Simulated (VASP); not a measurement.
## W (relaxed from the fcc structure, space group Fm-3m): computed properties

Computed with r2SCAN meta-GGA, VASP's PBE PAW potentials (set 64) (plane waves; VASP).

```json
{
  "space_group": "Fm-3m (225)",
  "cell": "a = b = c = 4.022 Å, α = β = γ = 90.00°",
  "volume_per_atom": "16.26 Å^3/atom",
  "band gap (over mesh and band path)": "none (metal, semimetal or under 0.01 eV)",
  "density": "18.77 g/cm³"
}
```

```
CELL_PARAMETERS angstrom
      0.00000     2.01097     2.01097
      2.01097     0.00000     2.01097
      2.01097     2.01097     0.00000
ATOMIC_POSITIONS crystal
  W  0.00000 0.00000 0.00000
```

Unless said otherwise, spin-orbit coupling is left out, though it shifts the bands of the heavy elements here.

The structure was generated: W was put into the fcc type (Fm-3m), which need not be its known phase. It was relaxed first. Symmetry was kept, so distortions that lower it aren't found.
